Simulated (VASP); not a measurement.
As:

```xyz
2
Lattice="1.8808 1.0859 3.5141 -1.8808 1.0859 3.5141 0.0000 -2.1718 3.5141" Properties=species:S:1:pos:R:3 pbc="T T T"
As    0.0000    0.0000    8.1597
As    0.0000    0.0000    2.3825
```

| Quantity | Value |
| --- | --- |
| Program | VASP 6.6.1 |
| Task | relaxation of cell and atoms |
| Functional | PBEsol |
| Potentials or basis | VASP PAW PBE potentials, release 64 (As) |
| Cutoff | 600 eV |
| k mesh | 12 × 12 × 10 |
| Occupations | gaussian, width 0.03 eV |
| Spin | no spin polarisation |

At the start: pressure 0.8 GPa; volume 21.53 Å³/atom.

Question: Where does the relaxation end?

Answer: Over 11 steps the energy falls by 10.1 meV/atom and the volume is 20.92 Å³/atom (-2.8 %); space group R-3m (No. 166, to 0.05 Å).

The path:
| step | energy change (eV) | largest force (eV/Å) | pressure (GPa) | volume (Å³) |
| --- | --- | --- | --- | --- |
| 1 | 0.0000 | 0.4299 | 0.77 | 43.06 |
| 2 | -0.0076 | 0.0115 | -1.49 | 43.70 |
| 3 | -0.0083 | 0.0821 | -1.01 | 43.56 |
| 4 | -0.0134 | 0.0325 | -0.49 | 42.93 |
| 5 | -0.0162 | 0.0289 | 0.34 | 42.03 |
| 6 | -0.0194 | 0.0489 | 0.10 | 41.86 |
| 7 | -0.0200 | 0.0566 | -0.02 | 41.76 |
| 8 | -0.0202 | 0.0096 | 0.17 | 41.75 |
| 9 | -0.0202 | 0.0005 | 0.14 | 41.75 |
| 10 | -0.0202 | 0.0021 | -0.10 | 41.90 |
| 11 | -0.0202 | 0.0014 | 0.00 | 41.84 |

Final structure:
```
As
1.0
     1.89371    1.09334    3.36775
    -1.89371    1.09334    3.36775
     0.00000   -2.18667    3.36775
As
2
Direct
  0.76957 0.76957 0.76957
  0.23043 0.23043 0.23043
```

Caveat: the PAW data sets were made with another functional, which shifts forces and pressure a little.
